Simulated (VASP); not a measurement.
# Vacuum and the quasiparticle gap of a sheet of PtS2

How does the G0W0 gap of a single sheet of PtS2 depend on the vacuum between its repeats?

Method: PBE; plane waves and PAW (Pt, S), in the first sound run; inputs show where later runs differ, in VASP 6.6.1.

**1. The starting structure**

The cell holds 3 atoms: 1 Pt and 2 S. Cell: a = 3.621 Å, b = 3.621 Å, c = 11.000 Å, α = 90.0°, β = 90.0°, γ = 120.0°. Vacuum lies along c.

**2. Relaxation**

The atoms are relaxed first inside the given cell, which is kept (ISIF = 2), since band edges depend on the positions.

INCAR reads:

```
SYSTEM = PtS2
PREC = Accurate
ENCUT = 400
EDIFF = 1E-06
NELM = 100
ISMEAR = 0
SIGMA = 0.05
LREAL = .FALSE.
ALGO = Normal
GGA = PE
NBANDS = 17
LASPH = .TRUE.
LWAVE = .FALSE.
LCHARG = .FALSE.
KPAR = 4
IBRION = 2
NSW = 60
ISIF = 2
EDIFFG = -0.01
```

POSCAR reads:

```
PtS2
1.0
    3.6207302000      0.0000000000      0.0000000000
   -1.8103651000      3.1356443334      0.0000000000
    0.0000000000      0.0000000000     11.0000000000
Pt S
1 2
Direct
    0.0000000000      0.0000000000      0.5000000000
    0.3333333333      0.6666666667      0.6337491245
    0.6666666667      0.3333333333      0.3662508755
```

KPOINTS reads:

```
Automatic mesh
0
Gamma
7 7 1
0 0 0
```

PAW data sets: Pt and S (PBE family, release 64).

On the command line:

```sh
mpirun -np 8 vasp_std
```

What it wrote:

```text
[banner, memory and clock lines left out]
running    8 mpi-ranks, on    1 nodes
 distrk:  each k-point on    2 cores,    4 groups
 distr:  one band on    1 cores,    2 groups

 POSCAR found type information on POSCAR PtS
 POSCAR found :  2 types and       3 ions
|                                                                             |
|           W    W    AA    RRRRR   N    N  II  N    N   GGGG   !!!           |
|           W    W   A  A   R    R  NN   N  II  NN   N  G    G  !!!           |
|           W    W  A    A  R    R  N N  N  II  N N  N  G       !!!           |
|           W WW W  AAAAAA  RRRRR   N  N N  II  N  N N  G  GGG   !            |
|           WW  WW  A    A  R   R   N   NN  II  N   NN  G    G                |
|           W    W  A    A  R    R  N    N  II  N    N   GGGG   !!!           |
|                                                                             |
|     For optimal performance we recommend to set                             |
|       NCORE = 2 up to number-of-cores-per-socket                            |
|     NCORE specifies how many cores store one orbital (NPAR=cpu/NCORE).      |
|     This setting can greatly improve the performance of VASP for DFT.       |
|     The default, NCORE=1 might be grossly inefficient on modern             |
|     multi-core architectures or massively parallel machines. Do your        |
|     Unfortunately you need to use the default for GW and RPA                |
|     calculations (for HF NCORE is supported but not extensively tested      |
|     yet).                                                                   |
|                                                                             |

 LDA part: xc-table for (Slater+PW92), standard interpolation
|                                                                             |
|           W    W    AA    RRRRR   N    N  II  N    N   GGGG   !!!           |
|           W    W   A  A   R    R  NN   N  II  NN   N  G    G  !!!           |
|           W    W  A    A  R    R  N N  N  II  N N  N  G       !!!           |
|           W WW W  AAAAAA  RRRRR   N  N N  II  N  N N  G  GGG   !            |
|           WW  WW  A    A  R   R   N   NN  II  N   NN  G    G                |
|           W    W  A    A  R    R  N    N  II  N    N   GGGG   !!!           |
|                                                                             |
|     The number of bands has been changed from the values supplied in        |
|     The orbitals not found in the WAVECAR file will be initialized with     |
|     random numbers, which is usually adequate. For correlated               |
|     calculations, however, you should redo the groundstate calculation.     |
|     I found NBANDS = 17. Now, NBANDS = 18.                                  |
|                                                                             |

 POSCAR, INCAR and KPOINTS ok, starting setup
 FFT: planning ... GRIDC
 FFT: planning ... GRID_SOFT
 FFT: planning ... GRID
 WAVECAR not read
 entering main loop
       N       E                     dE             d eps       ncg     rms          rms(c)
DAV:   1     0.118449455474E+03    0.11845E+03   -0.78567E+03   288   0.812E+02
DAV:   2    -0.708523764766E+01   -0.12553E+03   -0.12082E+03   384   0.173E+02
DAV:   3    -0.158240759643E+02   -0.87388E+01   -0.86617E+01   346   0.517E+01
DAV:   4    -0.159993767569E+02   -0.17530E+00   -0.17506E+00   376   0.803E+00
DAV:   5    -0.160036184449E+02   -0.42417E-02   -0.42413E-02   364   0.124E+00    0.125E+01
DAV:   6    -0.152203701014E+02    0.78325E+00   -0.66131E+00   306   0.240E+01    0.971E+00
DAV:   7    -0.146960672453E+02    0.52430E+00   -0.15729E+00   298   0.125E+01    0.411E+00
DAV:   8    -0.146988098888E+02   -0.27426E-02   -0.16842E-01   368   0.229E+00    0.113E+00
DAV:   9    -0.146914658661E+02    0.73440E-02   -0.17827E-02   354   0.136E+00    0.378E-01
DAV:  10    -0.146913135691E+02    0.15230E-03   -0.48981E-03   340   0.374E-01    0.547E-02
DAV:  11    -0.146913139520E+02   -0.38293E-06   -0.13439E-04   328   0.918E-02    0.513E-02
DAV:  12    -0.146913109640E+02    0.29881E-05   -0.84249E-06   372   0.212E-02    0.350E-02
DAV:  13    -0.146913148980E+02   -0.39341E-05   -0.26250E-05   302   0.312E-02    0.952E-03
DAV:  14    -0.146913279778E+02   -0.13080E-04   -0.10078E-05   296   0.210E-02    0.945E-03
DAV:  15    -0.146913387059E+02   -0.10728E-04   -0.65067E-06   326   0.112E-02    0.849E-03
DAV:  16    -0.146913403496E+02   -0.16437E-05   -0.10610E-06   300   0.704E-03    0.216E-03
DAV:  17    -0.146913408405E+02   -0.49083E-06   -0.12496E-07   284   0.204E-03
   1 F= -.14691341E+02 E0= -.14691341E+02  d E =-.146913E+02
 curvature:   0.00 expect dE= 0.000E+00 dE for cont linesearch  0.000E+00
 trial: gam= 0.00000 g(F)=  0.624E+00 g(S)=  0.000E+00 ort = 0.000E+00 (trialstep = 0.100E+01)
 search vector abs. value=  0.624E+00
 bond charge predicted
       N       E                     dE             d eps       ncg     rms          rms(c)
DAV:   1    -0.150915293073E+02   -0.40019E+00   -0.28689E+01   288   0.270E+01    0.516E+00
DAV:   2    -0.152036336578E+02   -0.11210E+00   -0.13349E+00   354   0.690E+00    0.138E+00
DAV:   3    -0.152029311708E+02    0.70249E-03   -0.20889E-02   340   0.111E+00    0.960E-01
DAV:   4    -0.152025757872E+02    0.35538E-03   -0.51020E-03   316   0.596E-01    0.338E-01
DAV:   5    -0.152022927164E+02    0.28307E-03   -0.20259E-03   330   0.416E-01    0.654E-02
DAV:   6    -0.152022005425E+02    0.92174E-04   -0.28663E-04   386   0.108E-01    0.732E-02
DAV:   7    -0.152022059067E+02   -0.53642E-05   -0.35593E-05   320   0.361E-02    0.336E-02
DAV:   8    -0.152022313952E+02   -0.25489E-04   -0.25282E-05   340   0.284E-02    0.914E-03
DAV:   9    -0.152022680242E+02   -0.36629E-04   -0.73787E-06   334   0.139E-02    0.155E-02
DAV:  10    -0.152022805238E+02   -0.12500E-04   -0.49527E-07   298   0.334E-03    0.893E-03
DAV:  11    -0.152023547820E+02   -0.74258E-04   -0.25481E-05   324   0.143E-02    0.663E-03
DAV:  12    -0.152023567444E+02   -0.19624E-05   -0.32427E-07   316   0.344E-03    0.257E-03
DAV:  13    -0.152023586522E+02   -0.19077E-05   -0.59987E-07   278   0.350E-03    0.150E-03
DAV:  14    -0.152023586220E+02    0.30181E-07   -0.56612E-08   304   0.152E-03
   2 F= -.15202359E+02 E0= -.15202359E+02  d E =-.511018E+00
[...]
3 F= -.15445261E+02 E0= -.15445261E+02  d E =-.753921E+00
[...]
4 F= -.15445091E+02 E0= -.15445091E+02  d E =-.753750E+00
[...]
5 F= -.15445270E+02 E0= -.15445270E+02  d E =-.179085E-03
 trial-energy change:   -0.000179  1 .order   -0.000182   -0.000283   -0.000081
 step:   1.7483(harm=  1.7483)  dis= 0.00409  next Energy=   -15.445290 (dE=-0.199E-03)
 bond charge predicted
       N       E                     dE             d eps       ncg     rms          rms(c)
DAV:   1    -0.154452761024E+02   -0.50782E-05   -0.27205E-03   288   0.263E-01    0.430E-02
DAV:   2    -0.154452849875E+02   -0.88851E-05   -0.12463E-04   370   0.657E-02    0.145E-02
DAV:   3    -0.154452845961E+02    0.39139E-06   -0.22414E-06   310   0.125E-02
   6 F= -.15445285E+02 E0= -.15445285E+02  d E =-.193349E-03
 curvature:  -0.87 expect dE=-0.206E-07 dE for cont linesearch -0.206E-07
 trial: gam= 0.00000 g(F)=  0.235E-07 g(S)=  0.000E+00 ort =-0.231E-05 (trialstep = 0.135E+01)
 search vector abs. value=  0.236E-07
 reached required accuracy - stopping structural energy minimisation
```

The job ended after 11 s (8 MPI ranks of Intel Xeon 6975P-C (Granite Rapids), shared host; peak memory 1.5 GiB).

Lines that name or quote the potential files are left out of all logs, and their timing lines are given in words.

Parts of OUTCAR (step 2):

```text
ion  position               nearest neighbor table
   1  0.000  0.000  0.500-   2 2.56   3 2.56   2 2.56   3 2.56   3 2.56   2 2.56
   2  0.333  0.667  0.634-   1 2.56   1 2.56   1 2.56
   3  0.667  0.333  0.366-   1 2.56   1 2.56   1 2.56

  LATTYP: Found a hexagonal cell.
 ALAT       =     3.6207302000
 C/A-ratio  =     3.0380612176

 Subroutine GETGRP returns: Found 12 space group operations
 (whereof 12 operations were pure point group operations)

The static configuration has the point symmetry D_3d.

 Found      8 irreducible k-points:

   k-points           NKPTS =      8   k-points in BZ     NKDIM =      8   number of bands    NBANDS=     18

   dimension x,y,z NGX =    24 NGY =   24 NGZ =   72
   dimension x,y,z NGXF=    48 NGYF=   48 NGZF=  144

   ENCUT  =  400.0 eV  29.40 Ry    5.42 a.u.   5.90  5.90 17.94*2*pi/ulx,y,z

   NELECT =      22.0000    total number of electrons

 k-points in reciprocal lattice and weights: Automatic mesh
   0.00000000  0.00000000  0.00000000       0.020
   0.14285714 -0.00000000  0.00000000       0.122
   0.28571429 -0.00000000  0.00000000       0.122
   0.42857143 -0.00000000  0.00000000       0.122
   0.14285714  0.14285714  0.00000000       0.122
   0.28571429  0.14285714  0.00000000       0.245
   0.42857143  0.14285714  0.00000000       0.122
   0.28571429  0.28571429  0.00000000       0.122

 average (electrostatic) potential at core
       1 -75.1463       2 -92.1876       3 -92.1876

 E-fermi :  -0.7300

 k-point     1 :       0.0000    0.0000    0.0000
  band No.  band energies     occupation
    ...
      7      -3.7857      2.00000
      8      -1.6986      2.00000
      9      -1.5725      2.00000
     10      -1.3339      2.00000
     11      -1.3339      2.00000
     12       2.1581      0.00000
     13       2.1581      0.00000
     14       4.1660      0.00000
     15       4.9775      0.00000
     16       5.9848      0.00000
    ...

 k-point     2 :       0.1429   -0.0000    0.0000
  band No.  band energies     occupation
    ...
      7      -3.9641      2.00000
      8      -2.5488      2.00000
      9      -1.2763      2.00000
     10      -1.2416      2.00000
     11      -1.0191      2.00000
     12       1.2192      0.00000
     13       1.8898      0.00000
     14       4.6772      0.00000
     15       5.7556      0.00000
     16       6.0105      0.00000
    ...

 k-point     3 :       0.2857   -0.0000    0.0000
  band No.  band energies     occupation
    ...
      7      -4.0852      2.00000
      8      -3.0209      2.00000
      9      -1.6747      2.00000
     10      -1.6573      2.00000
     11      -1.1681      2.00000
     12       0.8283      0.00000
     13       1.7526      0.00000
     14       4.9181      0.00000
     15       5.7603      0.00000
     16       6.7072      0.00000
    ...

  Total       -1.0693235     -1.0693235     -0.0200338      0.0000000      0.0000000     -0.0000000
  in kB      -13.7184182    -13.7184182     -0.2570143      0.0000000      0.0000000     -0.0000000
  external PRESSURE =      -9.2312836 kB  Pullay stress =       0.0000000 kB

  energy-cutoff  :      400.00
  volume of cell :      124.89
      direct lattice vectors                 reciprocal lattice vectors
     3.620730200  0.000000000  0.000000000     0.276187383  0.159456860  0.000000000
    -1.810365100  3.135644333  0.000000000     0.000000000  0.318913720  0.000000000
     0.000000000  0.000000000 11.000000000     0.000000000  0.000000000  0.090909091

 POSITION                                       TOTAL-FORCE (eV/Angst)
 -----------------------------------------------------------------------------------
      0.00000      0.00000      5.50000         0.000000      0.000000      0.000000
     -0.00000      2.09043      6.70050         0.000000     -0.000000     -0.000494
      1.81037      1.04521      4.29950        -0.000000      0.000000      0.000494
 -----------------------------------------------------------------------------------
    total drift:                               -0.000000     -0.000000      0.000000

  FREE ENERGIE OF THE ION-ELECTRON SYSTEM (eV)
  ---------------------------------------------------
  free  energy   TOTEN  =       -15.4452845961 eV

  energy  without entropy=      -15.4452845961  energy(sigma->0) =      -15.44528460

 reached required accuracy - stopping structural energy minimisation

[... 3 further parts left out ...]
```

CONTCAR:

```
PtS2
   1.00000000000000
     3.6207302000000001    0.0000000000000000    0.0000000000000000
    -1.8103651000000001    3.1356443334000001    0.0000000000000000
     0.0000000000000000    0.0000000000000000   11.0000000000000000
  Pt              S
     1     2
Direct
     0.0000000000000000    0.0000000000000000    0.5000000000000000
     0.3333333332999970    0.6666666667000030    0.6091362703665987
     0.6666666667000030    0.3333333332999970    0.3908637296334013
```

The run keeps the 12 symmetry operations of its start, so it cannot find a distortion of lower symmetry.

Relaxation path:

| step | energy less that of the first step (eV) | largest force (eV/Å) |
| --- | --- | --- |
| 1 | 0.0000 | 2.5434 |
| 2 | -0.5110 | 1.5699 |
| 3 | -0.7539 | 0.0156 |
| 4 | -0.7538 | 0.0485 |
| 5 | -0.7539 | 0.0139 |
| 6 | -0.7539 | 0.0005 |

The atoms that moved most (Å):

| atom | dx | dy | dz | length |
| --- | --- | --- | --- | --- |
| S2 | 0.000 | 0.000 | -0.271 | 0.271 |
| S3 | 0.000 | 0.000 | 0.271 | 0.271 |

Final coordinates:

```cif
data_structure
_symmetry_space_group_name_H-M 'P 1'
_symmetry_Int_Tables_number 1
_cell_length_a 3.6207
_cell_length_b 3.6207
_cell_length_c 11.0000
_cell_angle_alpha 90.000
_cell_angle_beta 90.000
_cell_angle_gamma 120.000
_cell_volume 124.89
loop_
_atom_site_label
_atom_site_type_symbol
_atom_site_fract_x
_atom_site_fract_y
_atom_site_fract_z
_atom_site_occupancy
Pt1 Pt 0.00000 0.00000 0.50000 1
S2 S 0.33333 0.66667 0.60914 1
S3 S 0.66667 0.33333 0.39086 1
```

This step gave:

| Item | Value |
| --- | --- |
| free energy (TOTEN) | -15.45 eV |
| Fermi energy | -0.73 eV |

At PBE, with these data sets, the largest force is down to 4.9e-4 eV/Å. The lattice constant was typed and isn't relaxed: the sheet is stretched, by 1.5 N/m.

(Part 1 of 5 ends here.)

[Lines on the potential files, build, host, timing and source positions are cut from VASP's logs without a mark.]

[Logs are printed without paths, hosts, clocks, repeated set-up lines and the standing remarks that a program may print on its own settings, such as how far it seeks lower states.]

[Hosts, paths, dates, database ids (printed as entryN), source tags and the programs' standing remarks are cut or masked in the printed files.]

[Pressures printed for these runs are not shown converged in the cutoff: they can be off by several GPa and have the wrong sign.]
